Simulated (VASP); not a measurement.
These are PBE GGA, VASP's PBE PAW potentials (set 64) (plane waves; VASP 6.6.1) values and carry that method's errors.

A VASP calculation is set up with these files.

KPOINTS_OPT:
```
k-points along high-symmetry lines
10
Line-mode
Reciprocal
  0.000000   0.000000   0.000000 ! GAMMA
  0.500000   0.000000   0.500000 ! X

  0.500000   0.000000   0.500000 ! X
  0.625000   0.250000   0.625000 ! U

  0.375000   0.375000   0.750000 ! K
  0.000000   0.000000   0.000000 ! GAMMA

  0.000000   0.000000   0.000000 ! GAMMA
  0.500000   0.500000   0.500000 ! L

  0.500000   0.500000   0.500000 ! L
  0.500000   0.250000   0.750000 ! W

  0.500000   0.250000   0.750000 ! W
  0.500000   0.000000   0.500000 ! X
```

### POSCAR
```
Ni
1.0
  0.0000000000   1.7371200000   1.7371200000
  1.7371200000   0.0000000000   1.7371200000
  1.7371200000   1.7371200000   0.0000000000
Ni
1
Cart
  0.0000000000   0.0000000000   0.0000000000
```

KPOINTS:
```
Automatic mesh
0
Gamma
11 11 11
0 0 0
```

INCAR:
```
# general
SYSTEM   =  Ni
PREC     =  Accurate
ENCUT    =  300   # plane-wave cut-off (eV)
LREAL    =  .False.   # projection in real space or not
LASPH    =  .True.

# electronic loop
EDIFF    =  1E-6   # SCF stop (eV)
NELM     =  100   # most electronic steps
ALGO     =  Normal   # blocked Davidson
LMAXMIX  =  4   # l cut-off of mixed one-centre charges

# smearing
ISMEAR   =  -1
SIGMA    =  0.1   # width (eV)

# functional
GGA      =  PE   # PBE

# spin
ISPIN    =  2
MAGMOM   =  1.0

# ions
ISIF     =  2   # forces and stress, cell fixed

# output
LWAVE    =  .False.
LCHARG   =  .False.
LORBIT   =  11   # lm-projected
```

POTCAR, in this order: Ni (PBE.64 set). Program: vasp_std.

At this cut-off the stress carries a Pulay error, which pulls relaxed volumes low.

Predict the energy per atom (σ→0), cell moment, pressure, band gap (over mesh and band path).

| Item | Value |
|---|---|
| energy per atom (σ→0) | -5.473 eV/atom |
| cell moment | 0.57 μB |
| band gap (over mesh and band path) | none (metal, semimetal or under 0.01 eV) |
| pressure | 7.72 GPa |

OSZICAR:
```
...
DAV:   8    -0.550197972306E+01    0.17691E-01   -0.23395E-02  3006   0.161E+00    0.939E-01
DAV:   9    -0.549990320032E+01    0.20765E-02   -0.12270E-03  3142   0.293E-01    0.252E-01
DAV:  10    -0.549939787262E+01    0.50533E-03   -0.48508E-04  2912   0.158E-01    0.328E-02
DAV:  11    -0.549940116157E+01   -0.32889E-05   -0.11595E-05  2622   0.312E-02    0.247E-02
DAV:  12    -0.549940089091E+01    0.27066E-06   -0.71424E-07  1296   0.861E-03
   1 F= -.54994009E+01 E0= -.54733133E+01  d E =-.521751E-01  mag=     0.5749
       N       E                     dE             ncg
       N       E                     dE             ncg
```

The structure is a typed Ni crystal (Fm-3m). The cell was not relaxed at this level.
